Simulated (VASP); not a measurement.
Output of a VASP run:

OSZICAR:
```
...
DAV:   2    -0.423389853304E+02    0.14399E+01   -0.40896E+00  2053   0.260E+01    0.340E+00
DAV:   3    -0.420157302772E+02    0.32326E+00   -0.72326E-01  2172   0.188E+01    0.823E-01
DAV:   4    -0.419845863249E+02    0.31144E-01   -0.12451E-01  2313   0.796E+00    0.280E-01
DAV:   5    -0.419848639894E+02   -0.27766E-03   -0.36681E-02  1805   0.154E+00    0.968E-02
DAV:   6    -0.419837001855E+02    0.11638E-02   -0.16702E-03  1778   0.365E-01    0.707E-02
DAV:   7    -0.419837191695E+02   -0.18984E-04   -0.18309E-04  1886   0.119E-01    0.515E-02
DAV:   8    -0.419836705580E+02    0.48611E-04   -0.11806E-04  2055   0.203E-01    0.510E-03
DAV:   9    -0.419836720583E+02   -0.15003E-05   -0.19661E-05  1700   0.329E-02    0.459E-03
DAV:  10    -0.419836720614E+02   -0.31559E-08   -0.28706E-07   898   0.604E-03
   3 F= -.33740155E+02 E0= -.33740155E+02  d E =-.767083E-01
       N       E                     dE             d eps       ncg     rms          rms(c)
DAV:   1    -0.419779700900E+02    0.57020E-02   -0.49304E-03  1904   0.125E+00    0.955E-02
DAV:   2    -0.419778093620E+02    0.16073E-03   -0.44800E-04  2068   0.280E-01    0.345E-02
DAV:   3    -0.419777766011E+02    0.32761E-04   -0.68059E-05  2237   0.208E-01    0.931E-03
DAV:   4    -0.419777726620E+02    0.39391E-05   -0.90363E-06  1858   0.865E-02    0.166E-03
DAV:   5    -0.419777728614E+02   -0.19936E-06   -0.46582E-06  1390   0.196E-02
   4 F= -.33740201E+02 E0= -.33740201E+02  d E =-.767539E-01
       N       E                     dE             d eps       ncg     rms          rms(c)
DAV:   1    -0.419760789378E+02    0.16937E-02   -0.10032E+00  1504   0.758E+00    0.640E-01
DAV:   2    -0.419721079424E+02    0.39710E-02   -0.52386E-02  1849   0.227E+00    0.349E-01
DAV:   3    -0.419681034951E+02    0.40044E-02   -0.58602E-03  2206   0.108E+00    0.875E-02
DAV:   4    -0.419680841420E+02    0.19353E-04   -0.17880E-03  2127   0.337E-01    0.283E-02
DAV:   5    -0.419680744647E+02    0.96773E-05   -0.86083E-05  1955   0.102E-01    0.119E-02
DAV:   6    -0.419680733542E+02    0.11105E-05   -0.99643E-06  2023   0.297E-02    0.354E-03
DAV:   7    -0.419680733796E+02   -0.25361E-07   -0.84903E-07   968   0.108E-02
   5 F= -.33742536E+02 E0= -.33742536E+02  d E =-.233503E-02
       N       E                     dE             d eps       ncg     rms          rms(c)
DAV:   1    -0.419709466439E+02   -0.28733E-02   -0.39453E-02  1512   0.151E+00    0.127E-01
DAV:   2    -0.419707914693E+02    0.15517E-03   -0.20584E-03  1849   0.458E-01    0.692E-02
DAV:   3    -0.419706341240E+02    0.15735E-03   -0.23420E-04  2277   0.216E-01    0.171E-02
DAV:   4    -0.419706334171E+02    0.70690E-06   -0.68330E-05  2138   0.653E-02    0.560E-03
DAV:   5    -0.419706330133E+02    0.40381E-06   -0.27402E-06  1413   0.182E-02
   6 F= -.33742691E+02 E0= -.33742691E+02  d E =-.249007E-02
       N       E                     dE             d eps       ncg     rms          rms(c)
DAV:   1    -0.419683654612E+02    0.22680E-02   -0.72200E-02  1583   0.202E+00    0.157E-01
DAV:   2    -0.419680641017E+02    0.30136E-03   -0.16420E-03  2213   0.443E-01    0.881E-02
DAV:   3    -0.419678810703E+02    0.18303E-03   -0.19902E-04  2404   0.231E-01    0.183E-02
DAV:   4    -0.419678779142E+02    0.31562E-05   -0.51181E-05  2183   0.600E-02    0.513E-03
DAV:   5    -0.419678778491E+02    0.65078E-07   -0.17610E-06  1279   0.165E-02
   7 F= -.33743032E+02 E0= -.33743032E+02  d E =-.340907E-03
```

File OUTCAR:
```
------------------------ aborting loop because EDIFF is reached ----------------------------------------
  FORCE on cell =-STRESS in cart. coord.  units (eV):
  Direction    XX          YY          ZZ          XY          YZ          ZX
  --------------------------------------------------------------------------------------
  Total        8.2333000      8.2333000      8.2995492      0.0000000      0.0000000      0.0000000
  in kB      200.2055700    200.2055700    201.8165221      0.0000000      0.0000000      0.0000000
  external PRESSURE =       0.7425540 kB  Pullay stress =     200.0000000 kB
  volume of cell :       65.89
      direct lattice vectors                 reciprocal lattice vectors
     4.576100161 -0.000000000  0.000000000     0.218526685  0.000000000  0.000000000
    -0.000000000  4.576100161  0.000000000     0.000000000  0.218526685  0.000000000
     0.000000000  0.000000000  3.146424571     0.000000000  0.000000000  0.317821062
 POSITION                                       TOTAL-FORCE (eV/Angst)
 -----------------------------------------------------------------------------------
     -0.00000      4.57610      3.14642        -0.000000     -0.000000     -0.000000
      2.28805      2.28805      1.57321        -0.000000     -0.000000     -0.000000
      1.39673      1.39673      0.00000         0.011541      0.011541      0.000000
      3.68478      0.89132      1.57321         0.011541     -0.011541     -0.000000
      0.89132      3.68478      1.57321        -0.011541      0.011541     -0.000000
      3.17937      3.17937      0.00000        -0.011541     -0.011541     -0.000000
 -----------------------------------------------------------------------------------
    total drift:                                0.000000     -0.000000     -0.000000
  FREE ENERGIE OF THE ION-ELECTRON SYSTEM (eV)
  ---------------------------------------------------
  free  energy   TOTEN  =       -41.9678778491 eV

  energy  without entropy=      -41.9678778491  energy(sigma->0) =      -41.96787785
  enthalpy is  TOTEN    =       -33.7430317268 eV   P V=        8.2248461223

 reached required accuracy - stopping structural energy minimisation
```
(Selected blocks of OUTCAR.)

POSCAR:
```
SnO2
1
    4.6437301253     0.0000000000     0.0000000000
    0.0000000000     4.6437301253     0.0000000000
    0.0000000000     0.0000000000     3.1697509954
Sn O
2 4
Direct
  0.0000000000   0.0000000000   0.0000000000
  0.5000000000   0.5000000000   0.5000000000
  0.3054834725   0.3054834725   0.0000000000
  0.8054834725   0.1945165275   0.5000000000
  0.1945165275   0.8054834725   0.5000000000
  0.6945165275   0.6945165275   0.0000000000
```

Task: Write an INCAR and KPOINTS that could have produced this output.

Result: This is not unique; one that fits is the input of the run itself, LDA (Ceperley-Alder, Perdew-Zunger), plane waves, VASP's LDA PAW potentials (set 64).

File KPOINTS:
```
Automatic mesh
0
gamma
5 5 7
0 0 0
```

### INCAR
```
SYSTEM = SnO2
PREC = Accurate; ENCUT = 620; LREAL = .FALSE.
LASPH = .TRUE.
EDIFF = 1E-6; NELM = 100; ALGO = Normal
LMAXMIX = 4
ISMEAR = 0; SIGMA = 0.05
IBRION = 2; NSW = 40; ISIF = 3
EDIFFG = -0.02; PSTRESS = 200
LWAVE = .FALSE.; LCHARG = .FALSE.
```

POTCAR, in this order: Sn_d O (LDA.64 set). Program: vasp_std.

Energy and stress use the plane-wave basis of the starting cell.

The compound is SnO2 in the rutile structure. This run relaxes it under an external pressure of 20 GPa. Symmetry was kept, so distortions that lower it aren't found.
